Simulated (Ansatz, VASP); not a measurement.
# Si13Ge3O32 (germanium-doped silica glass) in two plane-wave programs, part 2 of 2

One calculation is typed for both programs; each brings its own data sets. How far apart do they land? Of the first pair: The structure shown is the start of the Ansatz relaxation below; VASP solves that cell, so the two are compared at the walk's first step.

VASP 6.6.1 and Ansatz 0.2.0.

So far: Set-up; Ansatz: relaxation, PBE.

### 3. VASP: single point, PBE, start cell, pair 1

Level of this step: PBE; plane waves and PAW (Ge_d, Si, O) (VASP).

The same cell, functional, mesh and smearing now go to VASP, with its own data sets.

Lines of VASP's logs that name or quote its potential files are left out, and so is its time.

The input, INCAR:

```
SYSTEM = Si13Ge3O32
PREC = Accurate
ENCUT = 520
EDIFF = 1E-06
NELM = 120
ISMEAR = -1
SIGMA = 0.05
LREAL = Auto
ALGO = Normal
GGA = PE
NBANDS = 176
LORBIT = 11
LWAVE = .FALSE.
LCHARG = .FALSE.
ISIF = 2
LASPH = .TRUE.
GGA_COMPAT = .FALSE.
EFERMI = MIDGAP
KPAR = 8
```

The input, POSCAR:

```
Si13Ge3O32
1.0
    8.8627520000      0.0000000000      0.0000000000
    0.0000000000      8.8627520000      0.0000000000
    0.0000000000      0.0000000000      8.8627520000
Ge Si O
3 13 32
Direct
    0.6965369222      0.2181949805      0.7181359695
    0.2497339427      0.8358509862      0.8594949966
    0.3606850333      0.5803459242      0.0733399739
    0.7848049906      0.0684519887      0.1847589778
    0.1390480068      0.6011989278      0.3593679480
    0.6641989982      0.4618629744      0.4730249701
    0.2798320431      0.2862519452      0.8980419400
    0.9720948978      0.9135789877      0.4418979568
    0.2756029955      0.1125549942      0.4046939371
    0.8581419180      0.4172240180      0.2024989529
    0.9919089466      0.0792179449      0.8871329131
    0.3191479351      0.4269569994      0.5726950275
    0.4869890300      0.9375179403      0.6215459938
    0.4228179915      0.0570810286      0.0889739440
    0.6954399717      0.5295460146      0.9175429934
    0.7720359320      0.7382019716      0.6416289207
    0.8763129105      0.0259089953      0.0298950033
    0.1157229718      0.2135909930      0.9193059898
    0.5794979934      0.0651170201      0.7082939927
    0.1935190108      0.5495839216      0.5250129982
    0.3184649644      0.3931909637      0.0393359760
    0.9019509967      0.8473589242      0.5920859570
    0.8288210028      0.9806089576      0.3343279830
    0.3115509720      0.1030040105      0.2310159418
    0.8710049655      0.1483520017      0.7689119587
    0.1044809784      0.0434379750      0.4427830092
    0.5407269661      0.5819749893      0.0064329906
    0.0446549785      0.7587569865      0.3683739543
    0.4840019218      0.4838789351      0.5208939616
    0.7061519943      0.4740579450      0.3022379505
    0.6885199992      0.2866989847      0.5389740117
    0.7625799526      0.6704779734      0.8163319926
    0.4072949350      0.0069199725      0.4741669405
    0.3947079869      0.1588370068      0.9425019452
    0.5991249671      0.0609440499      0.1471950248
    0.6084199355      0.8080799282      0.6120289725
    0.3045799995      0.3689589870      0.7400400011
    0.8262399760      0.4833639709      0.0365809627
    0.3583419687      0.9019099259      0.0269320410
    0.7721509075      0.5832349816      0.5516039488
    0.6642999827      0.3872790303      0.8131109840
    0.8381330088      0.2410310026      0.2098079694
    0.0889490082      0.9390209723      0.8633039715
    0.0022370027      0.4851169253      0.2857760208
    0.2892169385      0.2699010420      0.4831550065
    0.3504260302      0.8802369738      0.7133479533
    0.2761740371      0.6190369538      0.2464069851
    0.2523910180      0.6623369355      0.9273109526
```

The input, KPOINTS:

```
Automatic mesh
0
Gamma
2 2 2
0 0 0
```

PAW data sets: Ge_d, Si and O (PBE family, release 64).

Started as:

```sh
mpirun -np 8 vasp_std
```

Numbers of over 12 decimals in the logs are rounded to 6 here.

Output:

```text
[banner, memory and clock lines left out]
running    8 mpi-ranks, on    1 nodes
[...]
|                                                                             |
|           W    W    AA    RRRRR   N    N  II  N    N   GGGG   !!!           |
|           W    W   A  A   R    R  NN   N  II  NN   N  G    G  !!!           |
|           W    W  A    A  R    R  N N  N  II  N N  N  G       !!!           |
|           W WW W  AAAAAA  RRRRR   N  N N  II  N  N N  G  GGG   !            |
|           WW  WW  A    A  R   R   N   NN  II  N   NN  G    G                |
|           W    W  A    A  R    R  N    N  II  N    N   GGGG   !!!           |
|                                                                             |
|     For optimal performance we recommend to set                             |
|       NCORE = 2 up to number-of-cores-per-socket                            |
|     NCORE specifies how many cores store one orbital (NPAR=cpu/NCORE).      |
|     This setting can greatly improve the performance of VASP for DFT.       |
[...]
|     multi-core architectures or massively parallel machines. Do your        |
|     Unfortunately you need to use the default for GW and RPA                |
|     calculations (for HF NCORE is supported but not extensively tested      |
|     yet).                                                                   |
|                                                                             |

 LDA part: xc-table for (Slater+PW92), standard interpolation
 POSCAR, INCAR and KPOINTS ok, starting setup
[...]
entering main loop
       N       E                     dE             d eps       ncg     rms          rms(c)
DAV:   1     0.384151297089E+04    0.38415E+04   -0.12782E+05  4320   0.219E+03
DAV:   2     0.412135623747E+03   -0.34294E+04   -0.31433E+04  3464   0.766E+02
DAV:   3    -0.346234261872E+03   -0.75837E+03   -0.74430E+03  3088   0.243E+02
DAV:   5    -0.414204840208E+03   -0.26048E+01   -0.25999E+01  3672   0.170E+01    0.574E+01
[...]
DAV:  14    -0.358780422933E+03    0.69927E-05   -0.61338E-05  4416   0.358E-02    0.214E-02
DAV:  15    -0.358780416657E+03    0.62762E-05   -0.18515E-05  3400   0.206E-02    0.596E-03
DAV:  16    -0.358780415984E+03    0.67290E-06   -0.57882E-06  3288   0.964E-03
   1 F= -.35878042E+03 E0= -.35878042E+03  d E =-.345658E-17
```

From OUTCAR (step 3):

```text
  Total        6.6667774     38.4093204     31.9149689     -6.6023827      4.9192703     -4.8475885
  in kB       15.3433697     88.3977914     73.4512545    -15.1951673     11.3215394    -11.1565659
  external PRESSURE =      59.0641385 kB  Pullay stress =       0.0000000 kB

 POSITION                                       TOTAL-FORCE (eV/Angst)
 -----------------------------------------------------------------------------------
      6.17323      1.93381      6.36466         0.282534      0.193525      0.141863
      2.21333      7.40794      7.61749         0.761398      1.846054      4.549227
      3.19666      5.14346      0.64999        -1.237150     -0.282231     -0.954844
      6.95553      0.60667      1.63747        -0.967684      1.081981     -2.269830
      1.23235      5.32828      3.18499        -3.728942     -0.016660     -1.235770
      5.88663      4.09338      4.19230        -1.301558     -1.634167      2.135516
      2.48008      2.53698      7.95912        -0.646541      1.107308      1.267575
      8.61544      8.09682      3.91643         1.080341      0.514149     -3.593099
      2.44260      0.99755      3.58670        -0.603055     -1.930229      0.557713
      7.60550      3.69775      1.79470        -1.807967      1.362441      0.991413
      8.79104      0.70209      7.86244        -2.945476      3.031630      2.723745
      2.82853      3.78401      5.07565         1.000859     -1.220086     -1.520452
      4.31606      8.30899      5.50861         1.171454      1.860061     -1.329930
      3.74733      0.50590      0.78855         0.412153     -0.006616      1.316393
[...]
-----------------------------------------------------------------------------------
    total drift:                                0.008920      0.008908      0.007035

  FREE ENERGIE OF THE ION-ELECTRON SYSTEM (eV)
  ---------------------------------------------------
  free  energy   TOTEN  =      -358.7804159840 eV

  energy  without entropy=     -358.7804159840  energy(sigma->0) =     -358.78041598

[... 3 further parts left out ...]
[key lines of the parts left out:]
E-fermi :   2.5477
```

The run ends at a pressure of 5.91 GPa, with forces up to 5.0 eV/Å.

### 4. Differences

Known differences besides the potentials themselves: the cutoff is 420 eV in Ansatz and 520 eV in VASP (PREC = Accurate, projectors in real space). Total energies have different zeros and are not compared.

Forces on 9 of the 48 atoms, those with the largest forces and the largest differences (eV/Å; atoms numbered as in POSCAR):

| atom | Ansatz x, y, z | VASP x, y, z |
| --- | --- | --- |
| Ge2 | 0.777, 1.844, 4.639 | 0.761, 1.846, 4.549 |
| Si5 | -3.683, -0.020, -1.231 | -3.729, -0.017, -1.236 |
| Si8 | 1.095, 0.506, -3.588 | 1.080, 0.514, -3.593 |
| Si11 | -2.935, 3.047, 2.718 | -2.945, 3.032, 2.724 |
| Si16 | -2.354, -2.292, 2.331 | -2.323, -2.274, 2.358 |
| O19 | -0.098, 0.754, 1.248 | -0.025, 0.851, 1.254 |
| O43 | 0.306, -2.905, -1.596 | 0.429, -2.971, -1.609 |
| O46 | -0.879, -0.675, -1.422 | -0.972, -0.716, -1.270 |
| O48 | -1.315, -2.816, -0.289 | -1.283, -2.744, -0.283 |

The forces differ by 35 meV/Å r.m.s., which is 2.7 % of the r.m.s. force of 1.293 eV/Å (both taken over all components).

### 5. Ansatz: relaxation, PBE

This run makes the geometry at which the two programs are then compared. The cell compared in this pair holds 732.62 Å³, against 696.15 Å³ for the pair before.

The structure compared here is the end of the Ansatz relaxation.

The input, input.yaml:

```yaml
crystal:
  lattice:
    - [8.8627515815, 0.0, 0.0]
    - [0.0, 8.8627515815, 0.0]
    - [0.0, 0.0, 8.8627515815]
  atoms:
    - { symbol: Ge, position: [0.696537, 0.218195, 0.718136] }
    - { symbol: Ge, position: [0.249734, 0.835851, 0.859495] }
    - { symbol: Ge, position: [0.360685, 0.580346, 0.07334] }
    - { symbol: Si, position: [0.784805, 0.068452, 0.184759] }
    - { symbol: Si, position: [0.139048, 0.601199, 0.359368] }
    - { symbol: Si, position: [0.664199, 0.461863, 0.473025] }
    - { symbol: Si, position: [0.279832, 0.286252, 0.898042] }
    - { symbol: Si, position: [0.972095, 0.913579, 0.441898] }
    - { symbol: Si, position: [0.275603, 0.112555, 0.404694] }
    - { symbol: Si, position: [0.858142, 0.417224, 0.202499] }
    - { symbol: Si, position: [0.991909, 0.079218, 0.887133] }
    - { symbol: Si, position: [0.319148, 0.426957, 0.572695] }
    - { symbol: Si, position: [0.486989, 0.937518, 0.621546] }
    - { symbol: Si, position: [0.422818, 0.057081, 0.088974] }
    - { symbol: Si, position: [0.69544, 0.529546, 0.917543] }
    - { symbol: Si, position: [0.772036, 0.738202, 0.641629] }
    - { symbol: O, position: [0.876313, 0.025909, 0.029895] }
    - { symbol: O, position: [0.115723, 0.213591, 0.919306] }
    - { symbol: O, position: [0.579498, 0.065117, 0.708294] }
    - { symbol: O, position: [0.193519, 0.549584, 0.525013] }
    - { symbol: O, position: [0.318465, 0.393191, 0.039336] }
    - { symbol: O, position: [0.901951, 0.847359, 0.592086] }
    - { symbol: O, position: [0.828821, 0.980609, 0.334328] }
    - { symbol: O, position: [0.311551, 0.103004, 0.231016] }
    - { symbol: O, position: [0.871005, 0.148352, 0.768912] }
    - { symbol: O, position: [0.104481, 0.043438, 0.442783] }
    - { symbol: O, position: [0.540727, 0.581975, 0.006433] }
    - { symbol: O, position: [0.044655, 0.758757, 0.368374] }
    - { symbol: O, position: [0.484002, 0.483879, 0.520894] }
    - { symbol: O, position: [0.706152, 0.474058, 0.302238] }
    - { symbol: O, position: [0.68852, 0.286699, 0.538974] }
    - { symbol: O, position: [0.76258, 0.670478, 0.816332] }
    - { symbol: O, position: [0.407295, 0.00692, 0.474167] }
    - { symbol: O, position: [0.394708, 0.158837, 0.942502] }
    - { symbol: O, position: [0.599125, 0.060944, 0.147195] }
    - { symbol: O, position: [0.60842, 0.80808, 0.612029] }
    - { symbol: O, position: [0.30458, 0.368959, 0.74004] }
    - { symbol: O, position: [0.82624, 0.483364, 0.036581] }
    - { symbol: O, position: [0.358342, 0.90191, 0.026932] }
    - { symbol: O, position: [0.772151, 0.583235, 0.551604] }
    - { symbol: O, position: [0.6643, 0.387279, 0.813111] }
    - { symbol: O, position: [0.838133, 0.241031, 0.209808] }
    - { symbol: O, position: [0.088949, 0.939021, 0.863304] }
    - { symbol: O, position: [0.002237, 0.485117, 0.285776] }
    - { symbol: O, position: [0.289217, 0.269901, 0.483155] }
    - { symbol: O, position: [0.350426, 0.880237, 0.713348] }
    - { symbol: O, position: [0.276174, 0.619037, 0.246407] }
    - { symbol: O, position: [0.252391, 0.662337, 0.927311] }
  symmetry: { detect: false }
kpoints:
  mp_grid: { grid: [2, 2, 2] }
scf:
  occupations: { method: fermi_dirac, width: 0.05 }
hamiltonian:
  xc: pbe
  pseudopotentials: { kind: paw, azcp: { folder: soft_1 } }
output:
  forces: true
  stress: true
relax:
  f_tol: 0.04
  max_steps: 100
  escape_saddle: false
  cell: { stress_tol: 0.4, fix: [] }
```

Started as:

```sh
ansatz run input.yaml --threads 4 --pin off --max-ram 16384MiB --backend cpu --events-out ev --progress --plain --runs-dir out
```

Output:

```text
[...]
Crystal: 48 atoms, lattice volume = 696.155 Å³
Basis set: ecut = 420 eV, 13613 PW (Γ), exchange–correlation on 120×120×120 points (8 copies of the dense FFT grid, shifted against one another)
Bands: 191, of which v1, the nominal top of the filled ones, is band 143 counted from 1 (142 counted from 0)
Symmetry: 1 space group operations
k-points: 8
[...]
- { symbol: O, position: [0.892305, 0.796326, 0.567517] }
    - { symbol: O, position: [0.849544, 0.955166, 0.311036] }
    - { symbol: O, position: [0.293395, 0.121566, 0.244169] }
[...]
- { symbol: O, position: [0.237090, 0.227751, 0.495345] }
    - { symbol: O, position: [0.347861, 0.990278, 0.758334] }
    - { symbol: O, position: [0.297390, 0.602285, 0.212849] }
    - { symbol: O, position: [0.298533, 0.707703, 0.896873] }
[key lines of the parts left out:]
SCF converged after 4 iterations
Free energy (F): -39350.860404 eV
Fermi energy:    3.497755 eV
P = ⅓ Tr σ = 0.0251 GPa (0.251 kbar)
```

### 6. VASP: single point, PBE, relaxed cell, pair 2

The same cell, functional, mesh and smearing now go to VASP, with its own data sets.

Edit INCAR of step 3 so:

```diff
@@ -2,3 +2,3 @@
 PREC = Accurate
-ENCUT = 520
+ENCUT = 600
 EDIFF = 1E-06
```

The input, POSCAR:

```
Si13Ge3O32
1.0
    8.5405603982      0.0528935487      0.1152944953
    0.0528935487      9.3536565370      0.5737659550
    0.1152944953      0.5737659550      9.2078581050
Ge Si O
3 13 32
Direct
    0.7403451372      0.2425754140      0.7072048964
    0.2746683112      0.8890346867      0.9160788904
    0.3480260076      0.5683280707      0.0337077642
    0.7850771071      0.0873567109      0.1957453997
    0.1421259568      0.5802736672      0.3233744245
    0.6549762060      0.4748727606      0.4664007306
    0.2658918304      0.2969542362      0.8980608674
    0.9789830188      0.8662701798      0.4155064756
    0.2646984105      0.0806210367      0.4200356513
    0.8559737801      0.4156216319      0.2104064409
    0.9820050463      0.0798281354      0.9032529177
    0.3056812104      0.3733303876      0.5497315406
    0.4972876986      0.9913424347      0.6448989963
    0.4219155153      0.0819577364      0.1206229668
    0.7066170171      0.4943117686      0.9172364737
    0.7301698038      0.7256346370      0.6393506480
    0.8494115312      0.0708235000      0.0319257059
    0.1060853155      0.2055664770      0.9176701518
    0.5871482694      0.1406967429      0.6549448438
    0.1980144968      0.5114233863      0.4859089643
    0.2308588447      0.4282697247      0.9935968513
    0.8923051058      0.7963263115      0.5675167082
    0.8495444329      0.9551664577      0.3110362680
    0.2933950078      0.1215657565      0.2441691119
    0.8952459368      0.1199560054      0.7470561278
    0.1128499089      0.9775294993      0.4527199614
    0.5482265358      0.5329188269      0.0080370340
    0.0579516557      0.7363391889      0.3339570544
    0.4828792130      0.4030481956      0.4849319825
    0.7128887669      0.4907604527      0.2962015769
    0.7858805103      0.3701921196      0.5562735950
    0.7623947029      0.6229605478      0.7917322111
    0.4223065549      0.9960825249      0.4834542061
    0.4088880059      0.1996036081      0.9748891442
    0.5950212292      0.0798449202      0.1890342423
    0.6102775078      0.8522746636      0.6782958676
    0.3052909568      0.3563910542      0.7278818681
    0.8445642138      0.4695568194      0.0364689316
    0.3773835772      0.9244654645      0.0720589348
    0.6483071236      0.6324573936      0.5239875791
    0.6815558575      0.3431530337      0.8487577676
    0.8416051276      0.2403331001      0.2434117703
    0.0715537469      0.9241033384      0.9169670886
    0.0225207884      0.4681067682      0.2643574826
    0.2370898160      0.2277510021      0.4953453298
    0.3478613934      0.9902783455      0.7583341605
    0.2973900133      0.6022854044      0.2128493923
    0.2985327966      0.7077028719      0.8968730021
```

KPOINTS is that of step 3.

Started as:

```sh
mpirun -np 8 vasp_std
```

Output:

```text
[banner, memory and clock lines left out]
running    8 mpi-ranks, on    1 nodes
[...]
[... a notice as in an earlier step ...]

 LDA part: xc-table for (Slater+PW92), standard interpolation
 POSCAR, INCAR and KPOINTS ok, starting setup
[...]
entering main loop
       N       E                     dE             d eps       ncg     rms          rms(c)
DAV:   1     0.411223973667E+04    0.41122E+04   -0.13594E+05  4232   0.235E+03
DAV:   2     0.476035581292E+03   -0.36362E+04   -0.33299E+04  3480   0.804E+02
DAV:   3    -0.341397798227E+03   -0.81743E+03   -0.80105E+03  3104   0.254E+02
DAV:   4    -0.413143253830E+03   -0.71745E+02   -0.71195E+02  3440   0.918E+01
[...]
DAV:  15    -0.364812525862E+03    0.14575E-04   -0.32237E-05  3944   0.277E-02    0.893E-03
DAV:  16    -0.364812523362E+03    0.25005E-05   -0.10183E-05  3544   0.156E-02    0.309E-03
DAV:  17    -0.364812523087E+03    0.27518E-06   -0.21477E-06  2344   0.752E-03
   1 F= -.36481252E+03 E0= -.36481252E+03  d E =-.191846E-20
```

From OUTCAR (step 6):

```text
  Total       -1.4030379     -0.9149754     -0.9047868     -0.0308203      0.2382357      0.0825670
  in kB       -3.0683266     -2.0009747     -1.9786932     -0.0674015      0.5210016      0.1805671
  external PRESSURE =      -2.3493315 kB  Pullay stress =       0.0000000 kB

 POSITION                                       TOTAL-FORCE (eV/Angst)
 -----------------------------------------------------------------------------------
      6.41733      2.71390      6.73638        -0.038004     -0.006279     -0.020203
      2.49846      8.85587      8.97689        -0.000605     -0.034068     -0.019942
      3.00628      5.35369      0.67659         0.002884     -0.006993      0.011160
      6.73219      0.97094      1.94303        -0.028324     -0.022732      0.037560
      1.28181      5.62074      3.32691        -0.014546      0.013328     -0.008225
      5.67275      4.74405      4.64253        -0.049039      0.017946     -0.038150
      2.39011      3.30695      8.47026        -0.000648      0.007226     -0.028005
      8.45479      8.39298      4.43583         0.004736      0.008741     -0.000829
      2.31336      1.00910      3.94440        -0.056697      0.002981     -0.008089
      7.35674      4.05358      2.27455         0.045664     -0.005857      0.003653
      8.49524      1.31688      8.47605        -0.018980      0.011018      0.019021
      2.69382      3.82359      5.31130        -0.004855      0.004868      0.017112
      4.37390      9.66900      6.56427         0.013074     -0.007138     -0.009823
      3.62164      0.85813      1.20635         0.025721      0.018604      0.023007
[...]
-----------------------------------------------------------------------------------
    total drift:                               -0.008286      0.002092     -0.000215

  FREE ENERGIE OF THE ION-ELECTRON SYSTEM (eV)
  ---------------------------------------------------
  free  energy   TOTEN  =      -364.8125230868 eV

  energy  without entropy=     -364.8125230868  energy(sigma->0) =     -364.81252309

[... 1 part as in an earlier step ...]

[... 2 further parts left out ...]
[key lines of the parts left out:]
E-fermi :   1.9727
```

The run ends at a pressure of -0.23 GPa, with forces up to 0.12 eV/Å.

### 7. Side by side

What differs besides the data sets and the points named for the pairs above, as far as they apply: the cutoff is 420 eV in Ansatz and 600 eV in VASP (PREC = Accurate, projectors in real space); Ansatz's pressure holds a Pulay correction, VASP's none. Total energies have different zeros and are not compared.

Compared:

```
              quantity  Ansatz   VASP  difference
        pressure (GPa)    0.03  -0.23       +0.26
gap on the k mesh (eV)   4.730  4.718      +0.013
```

Forces on 7 of the 48 atoms, those with the largest forces and the largest differences (eV/Å; atoms numbered as in POSCAR):

| atom | Ansatz x, y, z | VASP x, y, z |
| --- | --- | --- |
| O19 | 0.011, -0.001, 0.001 | 0.088, 0.045, 0.033 |
| O21 | 0.004, 0.024, 0.004 | 0.059, 0.095, 0.035 |
| O27 | -0.011, -0.003, -0.004 | -0.092, 0.010, -0.003 |
| O39 | -0.007, -0.009, -0.019 | -0.041, -0.035, -0.072 |
| O41 | 0.005, -0.007, -0.002 | 0.028, -0.049, -0.066 |
| O43 | 0.003, 0.004, 0.002 | 0.077, -0.015, 0.003 |
| O46 | 0.008, 0.004, -0.001 | -0.024, -0.039, 0.073 |

The forces differ by 26 meV/Å r.m.s., where the r.m.s. force is 0.007 eV/Å in Ansatz and 0.028 eV/Å in VASP: the atoms lie near their places of rest in Ansatz, so a percentage would say little (all taken over all components). A gap on the mesh is an upper bound, since the band edges may lie between its points.

### 8. What came out

```json
{
 "r.m.s. force difference (single point, PBE, start cell, pair 1)": "2.7 % of the r.m.s. force",
 "r.m.s. force difference (single point, PBE, relaxed cell, pair 2)": "26 meV/Å"
}
```

The r.m.s. force difference is 26 meV/Å (single point, PBE, relaxed cell, pair 2), beyond the 12 meV/Å picked in this series as the mark of a large difference. What causes the difference of the single point, PBE, relaxed cell, pair 2 pair stays open here. Such differences can come from data sets, numerical settings and the points named under the comparisons, not from the functional's error against experiment.

[Lines on the potential files, build, host, timing and source positions are cut from VASP's logs without a mark.]

[Logs are printed without paths, hosts, clocks, repeated set-up lines and the standing remarks that a program may print on its own settings, such as how far it seeks lower states.]

[Hosts, paths, dates, database ids (printed as entryN), source tags and the programs' standing remarks are cut or masked in the printed files.]
